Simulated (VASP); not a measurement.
Here is a VASP 6.6.1 calculation.

File POSCAR:

```
BaHf2Ag2
1.0
   -0.0145171000      4.6501208100     -0.0324203000
    4.6527960300     -0.0145171000     -0.0285363900
    2.3528077700      2.3560514900     -5.3640822000
Ba Ag Hf
1 2 2
Direct
    0.0103120000      0.0229850000      0.9899760000
    0.7276090000      0.2497280000      0.5191560000
    0.2686970000      0.7559470000      0.4752860000
    0.3389610000      0.3782040000      0.2519320000
    0.6276870000      0.6212630000      0.7397540000
```

Contents of INCAR.step1:

```
SYSTEM = BaHf2Ag2
ALGO = Normal ; EDIFF = 1E-4
ENCUT = 520 ; GGA = PE
ISMEAR = -1 ; LASPH = .TRUE.
LCHARG = .FALSE. ; LREAL = .FALSE.
LWAVE = .TRUE. ; NBANDS = 34
NELM = 100 ; PREC = Accurate
SIGMA = 0.0218
```

INCAR.step2

```
SYSTEM = BaHf2Ag2
ALGO = Normal ; EDIFF = 1E-6
ENCUT = 520 ; ISIF = 2
ISMEAR = -1 ; ISTART = 1
LASPH = .TRUE. ; LCHARG = .FALSE.
LMIXTAU = .TRUE. ; LREAL = .FALSE.
LWAVE = .FALSE. ; METAGGA = R2SCAN
NBANDS = 34 ; NELM = 100
PREC = Accurate ; SIGMA = 0.0218
```

KPOINTS

```
Automatic mesh
0
Gamma
  4 4 4
  0.5 0 0.5
```

Potentials or basis: VASP PAW PBE potentials, release 64 (Ba_sv, Ag, Hf_pv).

The run is started by

```console
$ cat potpaw_PBE.64/Ba_sv/POTCAR potpaw_PBE.64/Ag/POTCAR potpaw_PBE.64/Hf_pv/POTCAR > POTCAR
$ cp INCAR.step1 INCAR
$ mpirun -np 1 vasp_std > vasp.out
$ cp INCAR.step2 INCAR
$ mpirun -np 1 vasp_std > vasp.out
```

Question: Estimate the band gap on the k mesh.

Answer: None (metal or under the smearing width).

Question: Estimate the pressure.

Answer: 15.6 GPa.

Question: Predict the largest force.

Answer: 1.261 eV/Å.

Stress tensor (GPa, compression positive):
```
17.01  0.08 -1.77
 0.08 13.36  1.10
-1.77  1.10 16.47
```

Caveat: the k mesh is coarse (spacing up to 0.37 Å⁻¹), so the values aren't converged; so large a pressure means that the cell lies far from this level's equilibrium, or that cutoff or potentials fall short; the potentials were made for another functional, which shifts forces and pressure. The run has no spin-orbit coupling, so splittings on Ba, Hf are missing.
